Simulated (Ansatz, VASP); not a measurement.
YZn: VASP beside Ansatz

```xyz
2
Lattice="3.4745 0.0000 0.0000 0.0000 3.4745 0.0000 0.0000 0.0000 3.4745" Properties=species:S:1:pos:R:3 pbc="T T T"
Y     0.0000    0.0000    0.0000
Zn    1.7372    1.7372    1.7372
```

Alike in both runs: functional LDA; k mesh 12 × 12 × 12; occupations gaussian, width 0.1 eV; no spin polarisation.

Ansatz relaxed the structure, and its values are those at the end. VASP's run is a single point on that final structure, the one shown.

|  | VASP | Ansatz |
| --- | --- | --- |
| version | VASP 6.6.1 | Ansatz 0.2.0 |
| potentials or method | VASP PAW LDA potentials, release 64 (Y_sv, Zn) | scalar-relativistic, plane waves, PAW |
| plane-wave cutoff (eV) | 520 | 420 |
| valence electrons in the cell | 23 | 23 |

VASP gave:

```
gap on the k mesh at the Fermi level (eV) : none
pressure (GPa)                            : 0.1
```

What did Ansatz give for the same quantities?

gap on the k mesh at the Fermi level (eV): none; pressure (GPa): 0.0.

A gap of «none» marks a metal or a gap that the smearing closes.
